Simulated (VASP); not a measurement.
VASP runs on Rh (fcc) share one base input (PBE GGA, plane waves, VASP's PBE PAW potentials (set 64)) and change the settings named in each case.

**POSCAR**
```
Rh
1
    0.0000000000     1.9000000000     1.9000000000
    1.9000000000     0.0000000000     1.9000000000
    1.9000000000     1.9000000000     0.0000000000
Rh
1
Direct
  0.0000000000   0.0000000000   0.0000000000
```

**INCAR**
```
# general
SYSTEM  = Rh
PREC    = Accurate
ENCUT   = 400
LREAL   = .FALSE.
LASPH   = .TRUE.

# electronic loop
EDIFF   = 1E-6
NELM    = 100
ALGO    = Normal
LMAXMIX = 4

# smearing
ISMEAR  = 1
SIGMA   = 0.1

# functional
GGA     = PE

# ions
ISIF    = 2

# output
LWAVE   = .FALSE.
LCHARG  = .FALSE.
```

KPOINTS:
```
Automatic mesh
0
Gamma
15 15 15
```

POTCAR, in this order: Rh_pv (PBE.64 set). Program: vasp_std.

```
change       E(σ→0) (eV/atom)  pressure (GPa)  plane waves
-----------  ----------------  --------------  -----------
base run              -7.2499            5.05          262
ENCUT = 250           -7.2395           -2.73          137
ENCUT = 350           -7.2488            4.16          212
ENCUT = 375           -7.2485            4.38          259
ENCUT = 500           -7.2517            6.41          359
ENCUT = 600           -7.2519            6.22          471
ENCUT = 625           -7.2520            6.26          531
ENCUT = 775           -7.2523            6.43          685
```

Left out are runs that ran out of time, are held back, or changed the cell or the kind of run, fixed moments of cells without a moment, rows past the twelfth, gaps on odd meshes, pressures of charged cells and columns that move by less than the noise.

The compound is Rh in the fcc structure. The cell was not relaxed at this level.
